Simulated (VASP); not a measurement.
Computed with PBE GGA with D3 dispersion (Becke-Johnson damping), VASP's PBE PAW potentials (set 64) (plane waves; VASP 6.6.1).

VASP input:

INCAR:
```
ALGO = Normal
EDIFF = 1E-6
EDIFFG = -0.02
ENCUT = 400
GGA = PE
IBRION = 2
ISIF = 3
ISMEAR = 0
IVDW = 12
LASPH = .TRUE.
LCHARG = .FALSE.
LMAXMIX = 4
LREAL = .FALSE.
LWAVE = .FALSE.
NELM = 100
NSW = 60
PREC = Accurate
SIGMA = 0.05
SYSTEM = Te2Mo
```

### POSCAR
```
Te2Mo
1
    3.4915458799     0.0000000000     0.0000000000
   -1.7457729399     3.0237678451    -0.0000000000
    0.0000000000    -0.0000000000    13.6867046819
Mo Te
2 4
Direct
  0.3333330000   0.6666670000   0.2500000000
  0.6666670000   0.3333330000   0.7500000000
  0.3333330000   0.6666670000   0.6170655072
  0.6666670000   0.3333330000   0.1170655072
  0.3333330000   0.6666670000   0.8829344928
  0.6666670000   0.3333330000   0.3829344928
```

KPOINTS:
```
kpoints
0
Gamma
  7 7 2
0 0 0
```

POTCAR, in this order: Mo_sv Te (PBE.64 set). Program: vasp_std.

Q: What will the output report for the number of irreducible k-points (NKPTS), number of bands (NBANDS), largest plane-wave count, number of space-group operations, FFT grid (NGX, NGY, NGZ)?

A: 
- number of irreducible k-points (NKPTS): 16
- number of bands (NBANDS): 31
- largest plane-wave count: 2640
- number of space-group operations: 24
- FFT grid (NGX, NGY, NGZ): 24 × 24 × 90

The structure comes from a measured Te2Mo entry (P6_3/mmc) of the Crystallography Open Database, whose conditions weren't checked. This run relaxes it. Symmetry was kept, so distortions that lower it aren't found. The start is the result of an earlier pass.
